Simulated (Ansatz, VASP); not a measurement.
# One calculation of NbHO2, two programs

```
CELL_PARAMETERS angstrom
3.00663 0.00000 0.00000
-1.50331 2.60382 0.00000
0.00000 0.00000 30.41034
ATOMIC_POSITIONS crystal
Nb 0.33333 0.66667 0.27375
H 0.00000 0.00000 0.35261
O 0.66667 0.33333 0.23743
O 0.00000 0.00000 0.32033
```

Change from the starting cell: species swapped into a sheet of the NiHO2 type.

Alike in both runs: functional PBE; k mesh 18 × 18 × 1; occupations gaussian, width 0.1 eV; no spin polarisation.

Ansatz relaxed the structure, and its values are those at the end. VASP's run is a single point on that final structure, the one shown.

```csv
,VASP,Ansatz
version,VASP 6.6.1,Ansatz 0.2.0
potentials or method,"VASP PAW PBE potentials, release 64 (Nb_sv, H, O)","scalar-relativistic, plane waves, PAW"
plane-wave cutoff (eV),520,420
valence electrons in the cell,26,26
```

```tsv
	VASP	Ansatz	Ansatz less VASP
gap on the k mesh at the Fermi level (eV)	none	none	-
rms of the force components (eV/Å)	0.041	0.001	-0.0397
```

A gap of «none» marks a metal or a gap that the smearing closes. Ansatz warned: «xc_potential_rough_in_thin_density».
